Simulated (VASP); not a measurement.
Crystal: SrTiO3 (Tausonite).

```
Sr Ti O
1.0
     3.89475    0.00000    0.00000
     0.00000    3.89475    0.00000
     0.00000    0.00000    3.89475
Sr Ti O
1 1 3
Direct
  0.50000 0.50000 0.50000
  0.00000 0.00000 0.00000
  0.50000 0.00000 0.00000
  0.00000 0.50000 0.00000
  0.00000 0.00000 0.50000
```

Program: VASP 6.6.1. Alike in all runs: cell as given; cutoff (eV) 520; smearing gaussian 0.03 eV. Hardware: 2 MPI ranks on AMD EPYC 9R45 (Zen 5), on a shared host.

Question: Order these runs on this cell by their wall time, lowest first.
A. task dielectric tensor; level PBE; potentials or basis VASP PAW PBE potentials, release 64 (Sr_sv, Ti_sv, O); spin off; k mesh 10 × 10 × 10; monkhorst-Pack mesh yes
B. task optical spectrum; level PBE; potentials or basis VASP PAW PBE potentials, release 64 (Sr_sv, Ti_sv, O); spin off; k mesh 8 × 8 × 8
C. task band structure; level PBE; potentials or basis VASP PAW PBE potentials, release 64 (Sr_sv, Ti_sv, O); spin SOC, no magnetisation; k mesh 6 × 6 × 6
D. task band structure; level LDA; potentials or basis VASP PAW LDA potentials, release 64 (Sr_sv, Ti_sv, O); spin off; k mesh 8 × 8 × 8

Answer: B (32 s), D (72 s), C (300 s), A (670 s).

Caveats: spectra need much finer meshes, so this one isn't converged (some runs); independent-particle spectra lack excitons (some runs).
